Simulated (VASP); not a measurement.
Here is the system:

```
WGe2
1.0
   -3.41318     3.41318     2.74637
    3.41318    -3.41318     2.74637
    3.41318     3.41318    -2.74637
Ge W
4 2
Direct
  0.15800   0.65800   0.81600
  0.34200   0.15800   0.50000
  0.65800   0.84200   0.50000
  0.84200   0.34200   0.18400
  0.75000   0.75000   0.00000
  0.25000   0.25000   0.00000
```

The numbers are results of PBE GGA, VASP's PBE PAW potentials (set 64) (plane waves; VASP), not measurements. Numerical set-up: 300 eV cut-off, 3×3×3 Γ-centred mesh, Gaussian smearing of 0.10 eV, potentials Ge_d W_sv.

Q: Give the energies of bands 35 to 48 at the high-symmetry points, in eV from the Fermi level.

A: 
| band | Γ | X | M | Z | P | N |
|---|---|---|---|---|---|---|
| 35 | -3.20 | -3.37 | -3.67 | -3.57 | -2.54 | -2.76 |
| 36 | -2.65 | -2.76 | -3.67 | -3.57 | -2.54 | -2.76 |
| 37 | -2.15 | -2.69 | -2.40 | -2.82 | -1.92 | -1.94 |
| 38 | -2.13 | -2.41 | -1.96 | -2.17 | -1.92 | -1.94 |
| 39 | -1.52 | -2.15 | -1.50 | -1.45 | -1.83 | -1.30 |
| 40 | -1.52 | -1.50 | -0.96 | -0.06 | -1.83 | -1.30 |
| 41 | -1.35 | -0.85 | 0.12 | 0.00 | -0.71 | -0.28 |
| 42 | -1.03 | -0.64 | 0.28 | 0.39 | -0.71 | -0.28 |
| 43 | -0.42 | 0.06 | 1.44 | 0.88 | -0.25 | 0.35 |
| 44 | 0.26 | 0.75 | 1.59 | 1.16 | -0.25 | 0.35 |
| 45 | 0.92 | 1.70 | 1.59 | 1.16 | 1.38 | 1.35 |
| 46 | 0.92 | 2.14 | 2.81 | 1.65 | 1.38 | 1.35 |
| 47 | 2.16 | 2.17 | 2.81 | 1.65 | 2.97 | 1.73 |
| 48 | 2.16 | 2.37 | 2.86 | 3.32 | 2.97 | 1.73 |

It has no gap at this level: it comes out as a metal or semimetal.

The structure was generated: Ge2W was put into an ordered model structure, which need not be its known phase. The cell was not relaxed at this level. The k-mesh is coarse (spacing up to 0.49 per Å, 2π included), so the numbers may not be converged in it.
